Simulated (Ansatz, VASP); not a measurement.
**Two plane-wave programs on CuF**

File INCAR:

```
PREC = Accurate ; ENCUT = 600
EDIFF = 1E-7 ; ISMEAR = 0
SIGMA = 0.1 ; LREAL = False
LASPH = True ; NELM = 100
ALGO = Normal ; ISIF = 3
LWAVE = False ; LCHARG = False
GGA = PE ; IBRION = 2
NSW = 100 ; EDIFFG = -0.05
```

Contents of KPOINTS:

```
regular mesh
0
Gamma
  9 9 4
```

The input POSCAR:

```
CuF
1.0
    3.0087390000      0.0000000000      0.0000000000
   -1.5043700000      2.6056450000      0.0000000000
    0.0000000000      0.0000000000      4.9132510000
Cu F
2 2
Direct
    0.0000000000      0.0000000000      0.0000000000
    0.3333333300      0.6666666700      0.5000000000
    0.0000000000      0.0000000000      0.3750000000
    0.3333333300      0.6666666700      0.8750000000
```

Input for Ansatz:

```yaml
crystal:
  lattice:
    - [3.008739, 0.0, 0.0]
    - [-1.50437, 2.605645, 0.0]
    - [0.0, 0.0, 4.913251]
  atoms:
    - { symbol: Cu, position: [0.0, 0.0, 0.0] }
    - { symbol: F, position: [0.0, 0.0, 0.375] }
    - { symbol: Cu, position: [0.33333333, 0.66666667, 0.5] }
    - { symbol: F, position: [0.33333333, 0.66666667, 0.875] }
basis:
  ecutwfc: 420
kpoints:
  mp_grid: { grid: [9, 9, 4] }
hamiltonian:
  xc: pbe
scf:
  occupations: { method: gaussian, width: 0.1 }
output:
  forces: true
  stress: true
  eigenvalues: true
relax:
  adjacent_minimum: "off"
  f_tol: 0.05
  max_steps: 80
  cell: { stress_tol: 0.5 }
```

The cell was built by a generator and needn't be a form met in nature.

Alike in both runs: task relaxation of cell and atoms; functional PBE; k mesh 9 × 9 × 4; occupations gaussian, width 0.1 eV; no spin polarisation.

```csv
,VASP,Ansatz
version,VASP 6.6.1,Ansatz 0.2.0
potentials or method,"VASP PAW PBE potentials, release 64 (Cu, F)","scalar-relativistic, plane waves, PAW"
plane-wave cutoff (eV),600,420
valence electrons in the cell,36,52
```

```tsv
	VASP	Ansatz	Ansatz less VASP
gap on the k mesh at the Fermi level, each at its own relaxed structure (eV)	none	none	-
relaxed volume (Å³/atom)	14.31	12.14	-2.170
relaxed cell length with the largest relative difference (Å)	5.637	6.800	+1.1633
energy change over the relaxation (meV/atom)	-716	-824	-108.0
```

A gap of «none» marks a metal or a gap that the smearing closes. One of these differences is far larger than is usual between the two programs; its cause wasn't traced. The two sets of potentials don't hold the same shells in valence.

Caveats: the volume moved by over 15 % at a fixed basis, so the end points are rough; the run has no spin polarisation, though such a crystal can be magnetic; semilocal functionals often make such compounds metallic where correlation or magnetic order opens a gap, which also shifts bond lengths. With open d or f shells a metallic result of PBE can be an artefact of self-interaction; +U or a hybrid may open a gap.
